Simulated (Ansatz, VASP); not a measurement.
**Be (Beryllium) in two plane-wave programs**

One calculation is typed for both programs; each brings its own data sets. How far apart do they land? The cell is taken from a series of runs on this material, whose earlier steps may have relaxed, scaled, displaced or heated it; both programs get it as it stands.

Calculated with Ansatz 0.2.0; plane waves, with VASP 6.6.1 beside it; zone-centre phonons at r2SCAN.

## Step 1: Set-up

Symmetry: P6_3/mmc, No. 194, hexagonal system. The conventional cell has a = 2.264 Å, b = 2.264 Å, c = 3.564 Å, α = 90.00°, β = 90.00°, γ = 120.00°. Nearest to Be lie 12 Be at 2.21 to 2.26 Å.

## Step 2: Ansatz: zone-centre phonons, r2SCAN

Ansatz runs on its default PAW (the set named soft_2) files.

Second derivatives magnify differences that forces hide, and they need a tight electronic threshold.

File input.yaml:

```yaml
crystal:
  lattice:
    - [2.2637102721, 0.0, 0.0]
    - [-1.131855136, 1.9604306024, 0.0]
    - [0.0, 0.0, 3.5638252558]
  atoms:
    - { symbol: Be, position: [0.3333333333, 0.6666666667, 0.25] }
    - { symbol: Be, position: [0.6666666667, 0.3333333333, 0.75] }
kpoints:
  mp_grid: { grid: [30, 30, 16] }
hamiltonian:
  xc: r2scan
scf:
  occupations: { method: methfessel_paxton, width: 0.2 }
output:
  eigenvalues: true
phonons:
  method: dfpt
```

Launch:

```console
ansatz run input.yaml --threads 4 --pin off --max-ram 7168MiB --backend cpu --events-out ev --progress --plain --runs-dir out
```

Numbers of over 12 decimals in the logs are rounded to 6 here.

The log of the run:

```text
Engine: ansatz 0.2.0, aarch64-unknown-linux-gnu
Pseudopotentials: kind: paw
Pseudopotential: Be, paw, valence charge 2, recommended cutoff 500 eV (meta_gga), Be.paw.azcp
Functional definition: r2SCAN
  parameter k0 = 0.174
  parameter k1 = 0.065
  parameter a1 = 4.9479
  exchange = r2scan_x(k0 = k0, k1 = k1, a1 = a1)
  correlation = r2scan_c
Crystal: 2 atoms, lattice volume = 15.816 Å³
Basis set: ecut = 500 eV, 391 PW (Γ), exchange–correlation on 90×90×150 points (125 copies of the dense FFT grid, shifted against one another)
Bands: 6, of which v1, the nominal top of the filled ones, is band 2 counted from 1 (1 counted from 0)
Symmetry: 24 space group operations
k-points: 3737 of 14400 (irreducible under 2 space group operations, time reversal used)
Non-local potential: Be, projectors of the file, l = 0: 2, l = 1: 2, l = 2: 1
PAW form: soft (Blöchl's): semilocal exchange-correlation on the pseudo side does not see the compensation charge
PAW frozen core: Be, regenerated for the run's functional (the file was generated under x = pbe(κ = 0.804, μ = 0.219515), c = pbe(β = 0.066725))
PAW one-centre angular grid: Be, 302 points (default); XC on 255 of its mesh's 2635 points in the sphere
Initial density: superposition of atomic densities (neutral atoms: chi_scale 0, normalization atom), corrected by the library's trained network
Initial wavefunctions: pseudopotential atomic-orbital guess
Functional: x = r2scan, c = r2scan; τ floored in thin density (d = 2e-4 eV/Å³)
SCF iter   1: F=—  HF=-186.664490 eV  |F-HF|=—  |Δ(HF+E_count)|=         —  Δρ=3.72e-3  dr2=1.64e-3  dr2_τ=5.78e-2  ethr=1.77e-3  ⟨swp⟩=5.3  Hψ=190193  notcnv=0
preconditioner: auto → none  [metal: Δε(μ)=0.058 eV  Ē_g=13.740 eV  σ=0.200 eV  W_gap=0.24  n_scr=2 (ndim 8)  ℏωp=18.7 eV  f_vac=0.000  D(μ)=0.08/eV (n_scr^D=0)  sad-step TF]
SCF iter   2: F=—  HF=-186.675472 eV  |F-HF|=—  |Δ(HF+E_count)|=   1.10e-2  S|Δr|=    0.00e0  Δρ=3.55e-3  dr2=1.54e-3  dr2_τ=5.21e-6  ethr=4.09e-5  ⟨swp⟩=2.0  Hψ=74667  notcnv=0  defer=2
SCF iter   3: F=—  HF=-186.675308 eV  |F-HF|=—  |Δ(HF+E_count)|=   1.63e-4  S|Δr|=    0.00e0  Δρ=7.90e-4  dr2=7.08e-5  dr2_τ=8.20e-6  ethr=3.86e-5  ⟨swp⟩=1.0  Hψ=22420  notcnv=0  defer=2
SCF iter   4: F=—  HF=-186.675303 eV  |F-HF|=—  |Δ(HF+E_count)|=   5.35e-6  S|Δr|=    0.00e0  Δρ=5.95e-4  dr2=4.43e-5  dr2_τ=1.31e-6  ethr=1.77e-6  ⟨swp⟩=1.1  Hψ=22657  notcnv=0  defer=2
SCF iter   5: F=—  HF=-186.675295 eV  |F-HF|=—  |Δ(HF+E_count)|=   8.01e-6  S|Δr|=    0.00e0  Δρ=1.39e-4  dr2=2.45e-6  dr2_τ=1.72e-8  ethr=1.11e-6  ⟨swp⟩=1.0  Hψ=22420  notcnv=0  defer=2
SCF iter   6: F=—  HF=-186.675295 eV  |F-HF|=—  |Δ(HF+E_count)|=   4.97e-7  S|Δr|=    0.00e0  Δρ=1.62e-5  dr2=3.37e-8  dr2_τ=5.40e-10  ethr=6.12e-8  ⟨swp⟩=1.0  Hψ=22420  notcnv=0  defer=2
SCF iter   7: F=—  HF=-186.675295 eV  |F-HF|=—  |Δ(HF+E_count)|=   5.50e-8  S|Δr|=    0.00e0  Δρ=2.75e-6  dr2=8.90e-10  dr2_τ=2.47e-11  ethr=8.42e-10  ⟨swp⟩=1.0  Hψ=22420  notcnv=0  defer=2
SCF iter   8: F=—  HF=-186.675295 eV  |F-HF|=—  |Δ(HF+E_count)|=  2.23e-10  S|Δr|=    0.00e0  Δρ=2.00e-6  dr2=4.93e-10  dr2_τ=2.52e-12  ethr=2.23e-11  ⟨swp⟩=1.0  Hψ=22420  notcnv=0  defer=2
SCF iter   9: F=-186.675295 eV  HF=-186.675295 eV  |F-HF|=9.38e-13  |Δ(HF+E_count)|=  5.43e-11  S|Δr|=    0.00e0  Δρ=2.55e-7  dr2=7.99e-12  dr2_τ=1.50e-14  ethr=1.00e-12  ⟨swp⟩=3.9  Hψ=77623  notcnv=0
SCF 1 converged in 9 iterations: F = -186.675295 eV  dr2 = 7.99e-12
  greatest PAW one-centre occupation: 0.365 electrons in one spin orbital (limit 2), on the Be atom at site 1 (counted from 0), in its partial waves of l = 0
DFPT response loops at Γ: preconditioner auto → Kerker (q_TF=auto, 2.170 Å⁻¹) (partly filled bands, converged f_vac=0.000); β = 1.00, the filter's whole step (`scf.mixing.beta` (0.50) is not read by the response loops under this deck's `scf.mixing.preconditioner`; to damp them name `kerker` or `kerker_dos`, under which they read `scf.mixing.beta`, and type it under 1.00, their step now; both keys bind the ground state too); Broyden in place of MSR1
SCF converged after 9 iterations
Stability not checked: this state was not tested for a lower state beside it, because cold or Methfessel-Paxton smearing, or corrected tetrahedra, fill the levels in a way that the test cannot read (fill_not_monotonic; see scf.lower_state_search)
Free energy (F): -186.675295 eV
Harris-Foulkes:  -186.675295 eV  (|F-HF|=9.38e-13)
Internal energy: -186.675573 eV  (E = F + TS)
E sigma→0 (E₀):  -186.675364 eV
Entropy (-TS):   0.000278 eV (0.139 meV/atom)
Fermi energy:    8.197141 eV
--- Per-component energies (eV) ---
  E_band       = 11.141433
  E_kinetic    = 41.791213
  E_local      = 6.316757  (includes V_loc(G=0)·N_el)
  E_nonlocal   = 8.436054
  E_hartree    = 0.091149
  E_xc         = -37.984639
  E_vxc        = -44.683556  (∫ρ·V_xc dr)
  E_paw        = -121.819441  (= ΣΔE_a)
  E_vpaw       = -2.664250  (= ΣTr[D̂ρ^β])
  E_aug_tail   = -0.000001  (compensation charges beyond the density's cutoff)
  E_vtau       = 1.762916  (kinetic-family band-sum trace: ∫τ·v_τ [+ j·A + Jᵃ·Aᵃ] dr)
  E_ewald      = -83.482611
  E_core_change = -0.024054  (= ΣΔE_core)
  E_smearing   = 0.000278  (= −TS)
  E_closure    = 0.000000  (closes the sum)
  Σ components = -186.675295   (vs F -186.675295, Δ=0.00e0)
--- Band table (eV; the first three rows and the last of 3737) ---
  k-point 0: bands = ["-4.0114", "3.4809", "9.2878", "25.5767", "25.5767", "28.6280"]
  k-point 1: bands = ["-3.9747", "3.2485", "9.6045", "25.6106", "25.6106", "28.6204"]
  k-point 2: bands = ["-3.8648", "2.6661", "10.4395", "25.7113", "25.7113", "28.5934"]
  k-point 3736: bands = ["1.8741", "8.6522", "10.3118", "11.2022", "15.7911", "19.2309"]
--- Phonons (Γ-DFPT): 2 representative perturbations + reference, on 3737 of 14400 k-points (Σ response iterations 9) ---
  k mesh reduced under 2 symmetry operations, with k and −k counted as one. Each operation leaves every solved perturbation unchanged. A smaller set is not considered because the functional reads the kinetic-energy density
  ASR residual: 3.167e-4 → 0.000e0 eV/Å²; symmetrization residual: 1.916e-10 eV/Å²
  ASR residual per site (eV/Å²): 3.17e-4 3.17e-4
  Γ frequencies (cm⁻¹): 0.00 0.00 0.00 477.68 477.68 712.66
  non-analytic LO–TO correction: not included (Born effective charges unavailable; polar crystals: no LO–TO splitting at Γ)
```

## Step 3: VASP: zone-centre phonons, r2SCAN

The same cell, functional, mesh and smearing now go to VASP, with its own data sets.

Lines of VASP's logs that name or quote its potential files are left out, and so is its time.

File INCAR:

```
SYSTEM = Be
PREC = Accurate
ENCUT = 660
EDIFF = 1E-08
NELM = 120
ISMEAR = 1
SIGMA = 0.2
LREAL = .FALSE.
ALGO = Normal
METAGGA = R2SCAN
LASPH = .TRUE.
NBANDS = 8
LORBIT = 11
LWAVE = .FALSE.
LCHARG = .FALSE.
ISIF = 2
IBRION = 6
NFREE = 2
POTIM = 0.015
NSW = 1
GGA_COMPAT = .FALSE.
LMIXTAU = .TRUE.
KPAR = 2
```

File POSCAR:

```
Be
1.0
    2.2637102721      0.0000000000      0.0000000000
   -1.1318551360      1.9604306024      0.0000000000
    0.0000000000      0.0000000000      3.5638252558
Be
2
Direct
    0.3333333333      0.6666666667      0.2500000000
    0.6666666667      0.3333333333      0.7500000000
```

File KPOINTS:

```
Automatic mesh
0
Gamma
30 30 16
0 0 0
```

Potentials, in the order of the species: Be (PBE family, release 64).

Launch:

```console
mpirun -np 2 vasp_std
```

The log of the run:

```text
[banner, memory and clock lines left out]
running    2 mpi-ranks, on    1 nodes
 distrk:  each k-point on    1 cores,    2 groups
 distr:  one band on    1 cores,    1 groups

 POSCAR found type information on POSCAR Be
 POSCAR found :  1 types and       2 ions
|                                                                             |
|               ----> ADVICE to this user running VASP <----                  |
|                                                                             |
|     You enforced a specific xc type in the INCAR file but a different       |
|     [... a line on the potential file left out ...]
|     I HOPE YOU KNOW WHAT YOU ARE DOING!                                     |
|                                                                             |

 LDA part: xc-table for (None), standard interpolation
 POSCAR, INCAR and KPOINTS ok, starting setup
 FFT: planning ... GRIDC
 FFT: planning ... GRID_SOFT
 FFT: planning ... GRID
 WAVECAR not read
 entering main loop
       N       E                     dE             d eps       ncg     rms          rms(c)
DAV:   1    -0.351800093650E+01   -0.35180E+01   -0.21352E+03 13152   0.516E+02
DAV:   2    -0.894373785634E+01   -0.54257E+01   -0.52516E+01 20656   0.634E+01
DAV:   3    -0.896572572426E+01   -0.21988E-01   -0.21927E-01 14840   0.345E+00
DAV:   4    -0.896574504070E+01   -0.19316E-04   -0.19316E-04 19312   0.101E-01
DAV:   5    -0.896574504515E+01   -0.44454E-08   -0.43546E-08 14560   0.789E-04    0.130E+00
DAV:   6    -0.868389272285E+01    0.28185E+00   -0.96772E-02 15576   0.236E+00    0.761E-01
DAV:   7    -0.866289900391E+01    0.20994E-01   -0.15361E-02 14968   0.102E+00    0.131E-01
DAV:   8    -0.868467027193E+01   -0.21771E-01   -0.87182E-03 17000   0.739E-01    0.118E-02
DAV:   9    -0.868326567155E+01    0.14046E-02   -0.21082E-04 13592   0.126E-01    0.112E-02
DAV:  10    -0.868303088676E+01    0.23478E-03   -0.21641E-05 13416   0.383E-02    0.663E-03
DAV:  11    -0.868300716407E+01    0.23723E-04   -0.92286E-06 15440   0.180E-02    0.182E-03
DAV:  12    -0.868301094208E+01   -0.37780E-05   -0.30678E-06 14776   0.168E-02    0.175E-04
DAV:  13    -0.868301194750E+01   -0.10054E-05   -0.11121E-08 16304   0.100E-03    0.796E-05
DAV:  14    -0.868301129711E+01    0.65039E-06   -0.79746E-09 13976   0.503E-04    0.361E-05
DAV:  15    -0.868301167273E+01   -0.37562E-06   -0.18045E-09  6704   0.304E-04    0.578E-06
DAV:  16    -0.868301165123E+01    0.21503E-07   -0.33524E-11  6568   0.672E-05    0.114E-06
DAV:  17    -0.868301166961E+01   -0.18387E-07   -0.34058E-12  6576   0.208E-05    0.842E-07
DAV:  18    -0.868301166439E+01    0.52202E-08   -0.25792E-13  6560   0.817E-06
   1 F= -.86830117E+01 E0= -.86831040E+01  d E =0.276997E-03
[...]
2 F= -.86825866E+01 E0= -.86826767E+01  d E =0.270368E-03
[...]
3 F= -.86825865E+01 E0= -.86826767E+01  d E =0.270362E-03
[...]
4 F= -.86820434E+01 E0= -.86821356E+01  d E =0.276771E-03
 Finite differences progress:
  Degree of freedom:   2/  2
  Displacement:        1/  2
  Total:               3/  4
 bond charge predicted
       N       E                     dE             d eps       ncg     rms          rms(c)
DAV:   1    -0.868386116390E+01   -0.18178E-02   -0.19811E-01 21600   0.210E+00    0.144E-01
DAV:   2    -0.868230190890E+01    0.15593E-02   -0.46554E-03 23000   0.363E-01    0.585E-02
DAV:   3    -0.868200373503E+01    0.29817E-03   -0.15837E-03 23832   0.170E-01    0.740E-03
DAV:   4    -0.868200642583E+01   -0.26908E-05   -0.94345E-05 24520   0.731E-02    0.290E-03
DAV:   5    -0.868204753568E+01   -0.41110E-04   -0.32315E-05 22448   0.326E-02    0.185E-03
DAV:   6    -0.868204408763E+01    0.34481E-05   -0.80415E-06 21704   0.146E-02    0.968E-04
DAV:   7    -0.868204338849E+01    0.69914E-06   -0.11153E-06 22520   0.509E-03    0.105E-04
DAV:   8    -0.868204335717E+01    0.31323E-07   -0.63650E-08 22248   0.249E-03    0.586E-05
DAV:   9    -0.868204339376E+01   -0.36590E-07   -0.16746E-08 21840   0.107E-03    0.144E-05
DAV:  10    -0.868204339430E+01   -0.54652E-09   -0.46049E-10 11352   0.192E-04
   5 F= -.86820434E+01 E0= -.86821357E+01  d E =0.276771E-03
 Finite differences progress:
  Degree of freedom:   2/  2
  Displacement:        2/  2
  Total:               4/  4
```

Parts of OUTCAR (step 3):

```text
ion  position               nearest neighbor table
   1  0.333  0.667  0.250-   2 2.21   2 2.21   2 2.21   2 2.21   2 2.21   2 2.21
   2  0.667  0.333  0.750-   1 2.21   1 2.21   1 2.21   1 2.21   1 2.21   1 2.21

  LATTYP: Found a hexagonal cell.
 ALAT       =     2.2637102721
 C/A-ratio  =     1.5743292327

 Subroutine GETGRP returns: Found 24 space group operations
 (whereof 12 operations were pure point group operations)

The static configuration has the point symmetry D_3d.
 The point group associated with its full space group is D_6h.

 Found    819 irreducible k-points:

   k-points           NKPTS =    819   k-points in BZ     NKDIM =    819   number of bands    NBANDS=      8

   dimension x,y,z NGX =    20 NGY =   20 NGZ =   30
   dimension x,y,z NGXF=    40 NGYF=   40 NGZF=   60

   ENCUT  =  660.0 eV  48.51 Ry    6.96 a.u.   4.74  4.74  7.47*2*pi/ulx,y,z

   NELECT =       4.0000    total number of electrons

 k-points in reciprocal lattice and weights: Automatic mesh
   0.00000000  0.00000000  0.00000000       0.000
   0.03333333  0.00000000  0.00000000       0.000
   0.06666667  0.00000000  0.00000000       0.000
   0.10000000 -0.00000000  0.00000000       0.000
   0.13333333  0.00000000  0.00000000       0.000
   0.16666667  0.00000000  0.00000000       0.000
   0.20000000 -0.00000000  0.00000000       0.000
   0.23333333 -0.00000000  0.00000000       0.000
   0.26666667  0.00000000  0.00000000       0.000
[...]
0.33333333  0.30000000  0.50000000       0.001
   0.33333333  0.33333333  0.50000000       0.000

 average (electrostatic) potential at core
       1 -33.2860       2 -33.2859

 E-fermi :   7.0934

 k-point     1 :       0.0000    0.0000    0.0000
  band No.  band energies     occupation
      1      -5.1132      2.00000
      2       2.3774      2.00000
      3       8.1890     -0.00000
      4      24.4527      0.00000
      5      24.4527      0.00000
      6      27.4871      0.00000
      7      27.4871      0.00000
    ...

 k-point     2 :       0.0333    0.0000    0.0000
  band No.  band energies     occupation
      1      -5.0786      2.00000
      2       2.4219      2.00000
      3       8.2008     -0.00000
      4      24.1348      0.00000
      5      24.2020      0.00000
      6      27.4930      0.00000
      7      27.6457      0.00000
    ...

 k-point     3 :       0.0667    0.0000    0.0000
  band No.  band energies     occupation
      1      -4.9750      2.00000
      2       2.5556      2.00000
      3       8.2356     -0.00000
      4      23.2718      0.00000
      5      23.6010      0.00000
      6      27.4946      0.00000
      7      27.9547      0.00000
    ...

  Total        0.0153919      0.0153919      0.0273311      0.0000000      0.0000000     -0.0000000
  in kB        1.5592488      1.5592488      2.7687203      0.0000000      0.0000000     -0.0000000
  external PRESSURE =       1.9624060 kB  Pullay stress =       0.0000000 kB

  energy-cutoff  :      660.00
  volume of cell :       15.82
      direct lattice vectors                 reciprocal lattice vectors
     2.263710272  0.000000000  0.000000000     0.441752645  0.255046008  0.000000000
    -1.131855136  1.960430602  0.000000000     0.000000000  0.510092017  0.000000000
     0.000000000  0.000000000  3.563825256     0.000000000  0.000000000  0.280597372

 POSITION                                       TOTAL-FORCE (eV/Angst)
 -----------------------------------------------------------------------------------
     -0.00000      1.30695      0.87596        -0.000000     -0.000000      0.128946
      1.13186      0.65348      2.67287         0.000000      0.000000     -0.128946
 -----------------------------------------------------------------------------------
    total drift:                                0.000000      0.000000      0.000010

  FREE ENERGIE OF THE ION-ELECTRON SYSTEM (eV)
  ---------------------------------------------------
  free  energy   TOTEN  =        -8.6820433943 eV

  energy  without entropy=       -8.6823201654  energy(sigma->0) =       -8.68213565

 Eigenvectors and eigenvalues of the dynamical matrix
 ----------------------------------------------------

   1 f  =   21.591984 THz   135.666437 2PiTHz  720.231063 cm-1    89.297231 meV
             X         Y         Z           dx          dy          dz
     -0.000000  1.306954  0.890956     0.000000    0.000000   -0.707107
      1.131855  0.653477  2.672869    -0.000000    0.000000    0.707107

   2 f  =   14.313402 THz    89.933755 2PiTHz  477.443686 cm-1    59.195446 meV
             X         Y         Z           dx          dy          dz
     -0.000000  1.306954  0.890956     0.648092    0.282800    0.000000
      1.131855  0.653477  2.672869    -0.648092   -0.282800    0.000000

   3 f  =   14.313402 THz    89.933755 2PiTHz  477.443686 cm-1    59.195446 meV
             X         Y         Z           dx          dy          dz
     -0.000000  1.306954  0.890956     0.282800   -0.648092    0.000000
      1.131855  0.653477  2.672869    -0.282800    0.648092    0.000000

   4 f  =    0.000000 THz     0.000001 2PiTHz    0.000008 cm-1     0.000001 meV
             X         Y         Z           dx          dy          dz
     -0.000000  1.306954  0.890956    -0.012922    0.706989   -0.000000
      1.131855  0.653477  2.672869    -0.012922    0.706989    0.000000

   5 f  =    0.000000 THz     0.000000 2PiTHz    0.000000 cm-1     0.000000 meV
             X         Y         Z           dx          dy          dz
     -0.000000  1.306954  0.890956    -0.000000    0.000000    0.707107
      1.131855  0.653477  2.672869     0.000000    0.000000    0.707107

   6 f/i=    0.000000 THz     0.000001 2PiTHz    0.000007 cm-1     0.000001 meV
             X         Y         Z           dx          dy          dz
     -0.000000  1.306954  0.890956    -0.706989   -0.012922    0.000000
      1.131855  0.653477  2.672869    -0.706989   -0.012922    0.000000

 ELASTIC MODULI CONTR FROM IONIC RELAXATION (kBar)
 Direction    XX          YY          ZZ          XY          YZ          ZX
 --------------------------------------------------------------------------------
 XX        -150.8220    150.8220      0.0000     -0.0000      0.0000      0.0000
 YY         150.8220   -150.8220     -0.0000     -0.0000      0.0000      0.0000
 ZZ           0.0000     -0.0000     -0.0000     -0.0000      0.0000      0.0000
 XY          -0.0000     -0.0000     -0.0000   -150.8220      0.0000      0.0000
 YZ           0.0000      0.0000      0.0000      0.0000      0.0000      0.0000
 ZX           0.0000      0.0000      0.0000      0.0000      0.0000      0.0000
 --------------------------------------------------------------------------------

 total charge
# of ion       s       p       d       tot
------------------------------------------
    1        0.408   0.765   0.000   1.173
    2        0.408   0.765   0.000   1.173
--------------------------------------------------
tot          0.816   1.530   0.000   2.346

[... 3 further parts left out ...]
```

CONTCAR:

```
Be
   1.00000000000000
     2.2637102721000000    0.0000000000000000    0.0000000000000000
    -1.1318551360000000    1.9604306024000000    0.0000000000000000
     0.0000000000000000    0.0000000000000000    3.5638252557999999
  Be
     2
Direct
     0.3333333332999970    0.6666666667000029    0.2457910394243971
     0.6666666667000030    0.3333333332999970    0.7500000000000000
```

Levels, forces or a CONTCAR printed for this step are those of its last displaced cell, not of the structure at rest.

## Step 4: Differences

Known differences besides the potentials themselves: VASP keeps PBE cores, Ansatz makes them for the functional; the cutoff is 500 eV in Ansatz and 660 eV in VASP; VASP uses finite displacements, Ansatz perturbation theory. Total energies have different zeros and are not compared.

The two programs side by side:

| quantity | Ansatz | VASP | difference |
| --- | --- | --- | --- |
| optical mode 1 to 2 (cm⁻¹) | 477.7 | 477.4 | +0.05 % |
| optical mode 3 (cm⁻¹) | 712.7 | 720.2 | -1.05 % |

Modes are paired by rising frequency, not by their patterns, so a pair may set unlike modes beside each other; they are those without the splitting of longitudinal modes.

## Step 5: What came out

- r.m.s. difference of the optical zone-centre modes, each program's sorted by frequency (zone-centre phonons, r2SCAN): 4.4 cm⁻¹
- difference in optical mode 3 (zone-centre phonons, r2SCAN): -1.1 %

In words: The r.m.s. difference of the optical zone-centre modes, each program's sorted by frequency is 4.4 cm⁻¹ (zone-centre phonons, r2SCAN). Among the rows given in per cent, the largest difference of the zone-centre phonons, r2SCAN pair is in optical mode 3, -1.1 %. How closely two codes agree says nothing of how well the functional describes the real material.

[Lines on the potential files, build, host, timing and source positions are cut from VASP's logs without a mark.]

[Logs are printed without paths, hosts, clocks, repeated set-up lines and the standing remarks that a program may print on its own settings, such as how far it seeks lower states.]

[Hosts, paths, dates, database ids (printed as entryN), source tags and the programs' standing remarks are cut or masked in the printed files.]
